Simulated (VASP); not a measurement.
Output of a VASP run:

OSZICAR:
```
       N       E                     dE             d eps       ncg     rms          rms(c)
DAV:   1     0.340086716391E+02    0.34009E+02   -0.56757E+03   886   0.113E+03
DAV:   2    -0.915100170491E+01   -0.43160E+02   -0.42181E+02   959   0.212E+02
DAV:   3    -0.101392195398E+02   -0.98822E+00   -0.98704E+00  1085   0.310E+01
DAV:   4    -0.101483636069E+02   -0.91441E-02   -0.91407E-02  1101   0.305E+00
DAV:   5    -0.101484554028E+02   -0.91796E-04   -0.91795E-04  1084   0.179E-01    0.454E+00
DAV:   6    -0.962656824999E+01    0.52189E+00   -0.28096E+00   861   0.131E+01    0.140E+00
DAV:   7    -0.963076276361E+01   -0.41945E-02   -0.19183E-02  1172   0.156E+00    0.855E-01
DAV:   8    -0.963761678215E+01   -0.68540E-02   -0.16363E-02  1168   0.167E+00    0.997E-02
DAV:   9    -0.963770708664E+01   -0.90304E-04   -0.80398E-04   950   0.312E-01    0.415E-02
DAV:  10    -0.963777284201E+01   -0.65755E-04   -0.14901E-04   959   0.115E-01    0.560E-03
DAV:  11    -0.963777551026E+01   -0.26683E-05   -0.19688E-06  1159   0.189E-02    0.226E-03
DAV:  12    -0.963777543372E+01    0.76537E-07   -0.46975E-07   877   0.833E-03
   1 F= -.96377754E+01 E0= -.96377754E+01  d E =-.963778E+01
       N       E                     dE             d eps       ncg     rms          rms(c)
DAV:   1    -0.965162434222E+01   -0.13849E-01   -0.24747E-01   847   0.513E+00    0.913E-01
DAV:   2    -0.963958258657E+01    0.12042E-01   -0.68632E-02   869   0.217E+00    0.171E-01
DAV:   3    -0.963932582260E+01    0.25676E-03   -0.37573E-04  1186   0.242E-01    0.970E-02
DAV:   4    -0.963919776903E+01    0.12805E-03   -0.14188E-04  1320   0.120E-01    0.601E-03
DAV:   5    -0.963919661956E+01    0.11495E-05   -0.52340E-06   856   0.252E-02    0.200E-03
DAV:   6    -0.963919741562E+01   -0.79606E-06   -0.41246E-07   495   0.674E-03
   2 F= -.96391974E+01 E0= -.96391974E+01  d E =-.142198E-02
       N       E                     dE             d eps       ncg     rms          rms(c)
DAV:   1    -0.964579119225E+01   -0.65946E-02   -0.12356E-01   847   0.362E+00    0.646E-01
DAV:   2    -0.963977013914E+01    0.60211E-02   -0.34676E-02   867   0.154E+00    0.121E-01
DAV:   3    -0.963964123605E+01    0.12890E-03   -0.19131E-04  1168   0.172E-01    0.688E-02
DAV:   4    -0.963957572527E+01    0.65511E-04   -0.71431E-05  1344   0.851E-02    0.432E-03
DAV:   5    -0.963957486464E+01    0.86063E-06   -0.26412E-06   732   0.179E-02
   3 F= -.96395749E+01 E0= -.96395749E+01  d E =-.179943E-02
```

File OUTCAR:
```
------------------------ aborting loop because EDIFF is reached ----------------------------------------
  FORCE on cell =-STRESS in cart. coord.  units (eV):
  Direction    XX          YY          ZZ          XY          YZ          ZX
  --------------------------------------------------------------------------------------
  Total        0.0162873      0.0162873      0.0162873     -0.0000000      0.0000000     -0.0000000
  in kB        1.5631229      1.5631229      1.5631229     -0.0000000      0.0000000     -0.0000000
  external PRESSURE =       1.5631229 kB  Pullay stress =       0.0000000 kB
  volume of cell :       16.69
      direct lattice vectors                 reciprocal lattice vectors
     0.000000000  2.028517911  2.028517911    -0.246485376  0.246485376  0.246485376
     2.028517911 -0.000000000  2.028517911     0.246485376 -0.246485376  0.246485376
     2.028517911  2.028517911 -0.000000000     0.246485376  0.246485376 -0.246485376
  FREE ENERGIE OF THE ION-ELECTRON SYSTEM (eV)
  ---------------------------------------------------
  free  energy   TOTEN  =        -9.6395748646 eV

  energy  without entropy=       -9.6395748646  energy(sigma->0) =       -9.63957486

 reached required accuracy - stopping structural energy minimisation
```
(Selected blocks of OUTCAR.)

File POSCAR:
```
LiF
1
    0.0000000000     2.0150000000     2.0150000000
    2.0150000000     0.0000000000     2.0150000000
    2.0150000000     2.0150000000     0.0000000000
Li F
1 1
Direct
  0.0000000000   0.0000000000   0.0000000000
  0.5000000000   0.5000000000   0.5000000000
```

Task: Write an INCAR and KPOINTS that could have produced this output.

Result: Several could match; the one computed here: the input of the run itself, PBE GGA, plane waves, VASP's PBE PAW potentials (set 64).

**KPOINTS**
```
Automatic mesh
0
Gamma
10 10 10
0 0 0
```

INCAR:
```
SYSTEM = LiF
PREC = Accurate; ENCUT = 530; LREAL = .FALSE.
LASPH = .TRUE.
EDIFF = 1E-6; NELM = 100; ALGO = Normal
ISMEAR = 0; SIGMA = 0.05
GGA = PE
IBRION = 2; NSW = 60; ISIF = 3
EDIFFG = -0.01
LWAVE = .FALSE.; LCHARG = .FALSE.
```

POTCAR, in this order: Li_sv F (PBE.64 set). Program: vasp_std.

Energy and stress use the plane-wave basis of the starting cell.

The compound is LiF in the rock salt structure. This run relaxes it. Symmetry was kept, so distortions that lower it aren't found.
